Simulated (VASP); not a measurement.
VASP ran on this input.

INCAR:
```
# general
SYSTEM =ZrGe
PREC   =Accurate
ENCUT  =400
LREAL  =.False.
LASPH  =.True.

# electronic loop
EDIFF  =1E-6
NELM   =100
ALGO   =Normal
LMAXMIX=4
LMIXTAU=.True.

# smearing
ISMEAR =1
SIGMA  =0.1

# functional
METAGGA=R2SCAN

# ions
IBRION =2
NSW    =60
ISIF   =3
EDIFFG =-0.02

# output
LWAVE  =.False.
LCHARG =.False.
```

File KPOINTS:
```
K-points
0
Gamma
4 7 5
0 0 0
```

File POSCAR:
```
ZrGe
1.0
  7.0214790113   0.0000000000   0.0000000000
  0.0000000000   3.8838574293   0.0000000000
  0.0000000000   0.0000000000   5.3700236008
Zr Ge
4 4
Cartesian
  1.2387489740   0.9709643573   3.3882556641
  5.7827300373   2.9128930720   1.9817679367
  2.2719905317   2.9128930720   0.7032438637
  4.7494884796   0.9709643573   4.6667797371
  0.3362898375   0.9709643573   0.8162988186
  6.6851891738   2.9128930720   4.5537247822
  3.1744496681   2.9128930720   3.5013106190
  3.8470293432   0.9709643573   1.8687129818
```

POTCAR, in this order: Zr_sv Ge_d (PBE.64 set). Program: vasp_std.

Problem. Translate this r2SCAN calculation to Ansatz.

Solution. One equivalent input (not run):
Ansatz 0.2 input:
```yaml
crystal:
  lattice:
    - [7.0214790, 0.0000000, 0.0000000]
    - [0.0000000, 3.8838574, 0.0000000]
    - [0.0000000, 0.0000000, 5.3700236]
  atoms:
    - { symbol: Zr, position: [0.1764228, 0.2500000, 0.6309573] }
    - { symbol: Zr, position: [0.8235772, 0.7500000, 0.3690427] }
    - { symbol: Zr, position: [0.3235772, 0.7500000, 0.1309573] }
    - { symbol: Zr, position: [0.6764228, 0.2500000, 0.8690427] }
    - { symbol: Ge, position: [0.0478944, 0.2500000, 0.1520103] }
    - { symbol: Ge, position: [0.9521056, 0.7500000, 0.8479897] }
    - { symbol: Ge, position: [0.4521056, 0.7500000, 0.6520103] }
    - { symbol: Ge, position: [0.5478944, 0.2500000, 0.3479897] }
kpoints:
  mp_grid: { grid: [4, 7, 5] }
hamiltonian:
  xc: r2scan
  pseudopotentials: { kind: paw }
scf:
  occupations: { method: methfessel_paxton, width: 0.1 }
  max_iter: 100
relax:
  max_steps: 60
  f_tol: 0.02
  cell: {}
output: { forces: true, stress: true, eigenvalues: true }
```
The two are equivalent in intent, not identical: each code has its own PAW files, so the cut-off isn't converted (ENCUT is set for VASP's; basis.ecutwfc is left out, and Ansatz then takes the one that its files recommend); Ansatz stops its SCF on the density residual and VASP on the energy change (EDIFF).

The structure comes from a computed database's ZrGe entry (Pnma); how it stands against other phases isn't given here. This run relaxes it. Symmetry was kept, so distortions that lower it aren't found. The start is the result of an earlier pass.
